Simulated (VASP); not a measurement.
Consider the following.

```yaml
crystal:
  lattice:
    - [0.00000, 2.79646, 2.79646]
    - [2.79646, 0.00000, 2.79646]
    - [2.79646, 2.79646, 0.00000]
  atoms:
    - { symbol: Ga, position: [0.00000, 0.00000, 0.00000] }
    - { symbol: As, position: [0.25000, 0.25000, 0.25000] }
```

The numbers are results of r2SCAN+rVV10, VASP's PBE PAW potentials (set 64) (plane waves; VASP 6.6.1), not measurements. Settings: 520 eV cut-off, 8×8×8 Γ-centred mesh, Gaussian smearing of 0.050 eV, potentials Ga_d As.

Q: Give the stress tensor in GPa (positive for a compressed cell).

A: 
```
2.51  0.00  0.00
0.00  2.51  0.00
0.00  0.00  2.51
```
The pressure is its mean diagonal, 2.51 GPa.

The compound is GaAs in the zinc blende structure. This cell is one point of a volume scan, at 0.97 of the reference volume.
